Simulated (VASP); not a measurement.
Level of theory: PBE GGA, VASP's PBE PAW potentials (set 64) (plane waves; VASP).

VASP ran on this input.

### KPOINTS
```
Automatic
0
gamma
14 14 14
0 0 0
```

File POSCAR:
```
NaI
1
    0.0000000000     3.2363580000     3.2363580000
    3.2363580000     0.0000000000     3.2363580000
    3.2363580000     3.2363580000     0.0000000000
Na I
1 1
Direct
  0.0000000000   0.0000000000   0.0000000000
  0.5000000000   0.5000000000   0.5000000000
```

### INCAR
```
SYSTEM  =  NaI
PREC  =  Accurate; ENCUT  =  300; LREAL  =  .FALSE.
LASPH  =  .TRUE.
EDIFF  =  1E-6; NELM  =  100; ALGO  =  Normal
LMAXMIX  =  4
ISMEAR  =  0; SIGMA  =  0.02
GGA  =  PE
ISIF  =  2
LWAVE  =  .FALSE.; LCHARG  =  .FALSE.
```

POTCAR, in this order: Na_pv I (PBE.64 set). Program: vasp_std.

Output of the run:

OSZICAR:
```
       N       E                     dE             d eps       ncg     rms          rms(c)
DAV:   1     0.591144376513E+02    0.59114E+02   -0.52649E+03  2403   0.747E+02
DAV:   2    -0.103508811351E+01   -0.60150E+02   -0.56670E+02  2430   0.193E+02
DAV:   3    -0.534790361265E+01   -0.43128E+01   -0.42970E+01  2798   0.559E+01
DAV:   4    -0.545128735161E+01   -0.10338E+00   -0.10335E+00  2807   0.938E+00
DAV:   5    -0.545363459081E+01   -0.23472E-02   -0.23472E-02  2744   0.130E+00    0.162E+00
DAV:   6    -0.539245776537E+01    0.61177E-01   -0.85730E-02  2630   0.188E+00    0.113E+00
DAV:   7    -0.538367847172E+01    0.87793E-02   -0.71985E-02  2677   0.162E+00    0.596E-01
DAV:   8    -0.538571602974E+01   -0.20376E-02   -0.49675E-03  2432   0.666E-01    0.142E-01
DAV:   9    -0.538569153869E+01    0.24491E-04   -0.12116E-04  2600   0.118E-01    0.389E-02
DAV:  10    -0.538571018573E+01   -0.18647E-04   -0.36434E-05  2627   0.709E-02    0.584E-03
DAV:  11    -0.538571119143E+01   -0.10057E-05   -0.35197E-06  2471   0.201E-02    0.199E-03
DAV:  12    -0.538571156029E+01   -0.36886E-06   -0.43113E-07  2096   0.610E-03
   1 F= -.53857116E+01 E0= -.53857116E+01  d E =-.711696E-26
```

### OUTCAR
```
------------------------ aborting loop because EDIFF is reached ----------------------------------------
  FORCE on cell =-STRESS in cart. coord.  units (eV):
  Direction    XX          YY          ZZ          XY          YZ          ZX
  --------------------------------------------------------------------------------------
  Total        0.1666497      0.1666497      0.1666497      0.0000000      0.0000000     -0.0000000
  in kB        3.9383607      3.9383607      3.9383607      0.0000000      0.0000000     -0.0000000
  external PRESSURE =       3.9383607 kB  Pullay stress =       0.0000000 kB
  volume of cell :       67.80
      direct lattice vectors                 reciprocal lattice vectors
     0.000000000  3.236358000  3.236358000    -0.154494651  0.154494651  0.154494651
     3.236358000  0.000000000  3.236358000     0.154494651 -0.154494651  0.154494651
     3.236358000  3.236358000  0.000000000     0.154494651  0.154494651 -0.154494651
  FREE ENERGIE OF THE ION-ELECTRON SYSTEM (eV)
  ---------------------------------------------------
  free  energy   TOTEN  =        -5.3857115603 eV

  energy  without entropy=       -5.3857115603  energy(sigma->0) =       -5.38571156
```
(Selected blocks of OUTCAR.)

**OUTCAR**
```
 val. band max:        0.8069698486   @ k =   0.0000   0.0000   0.0000

 cond. band min:       4.4457856346   @ k =   0.0000   0.0000   0.0000


 Fermi energy:         0.9468326529

 k-point     1 :       0.0000    0.0000    0.0000
  band No.  band energies     occupation
      1     -21.6197      2.00000
      2     -21.6197      2.00000
      3     -21.6197      2.00000
      4     -10.2106      2.00000
      5       0.8070      2.00000
      6       0.8070      2.00000
      7       0.8070      2.00000
      8       4.4458      0.00000
      9       8.7353      0.00000
     10       8.7353      0.00000
     11       8.7353      0.00000

 k-point     2 :       0.0714    0.0000    0.0000
  band No.  band energies     occupation
      1     -21.6200      2.00000
      2     -21.6197      2.00000
      3     -21.6197      2.00000
      4     -10.1962      2.00000
      5       0.6382      2.00000
      6       0.7918      2.00000
      7       0.7918      2.00000
      8       4.6377      0.00000
      9       8.5773      0.00000
     10       8.7950      0.00000
     11       8.7951      0.00000

 k-point     3 :       0.1429    0.0000    0.0000
  band No.  band energies     occupation
      1     -21.6208      2.00000
      2     -21.6198      2.00000
      3     -21.6198      2.00000
      4     -10.1552      2.00000
      5       0.2322      2.00000
      6       0.7500      2.00000
      7       0.7500      2.00000
      8       5.0901      0.00000
      9       8.3128      0.00000
     10       8.9100      0.00000
     11       8.9100      0.00000

 k-point     4 :       0.2143    0.0000    0.0000
  band No.  band energies     occupation
      1     -21.6219      2.00000
      2     -21.6199      2.00000
      3     -21.6199      2.00000
      4     -10.0944      2.00000
      5      -0.2497      2.00000
      6       0.6916      2.00000
      7       0.6916      2.00000
      8       5.5610      0.00000
      9       8.2262      0.00000
...
```

At this cut-off the stress carries a Pulay error, which pulls relaxed volumes low.  Unless said otherwise, spin-orbit coupling is left out, though it shifts the bands of the heavy elements here.

The structure comes from a computed database's NaI entry; how it stands against other phases isn't given here. The cell was not relaxed at this level. The run is one of a series of settings (KPOINTS 14×14×14 Γ-centred mesh against the base run), some of them coarse on purpose.
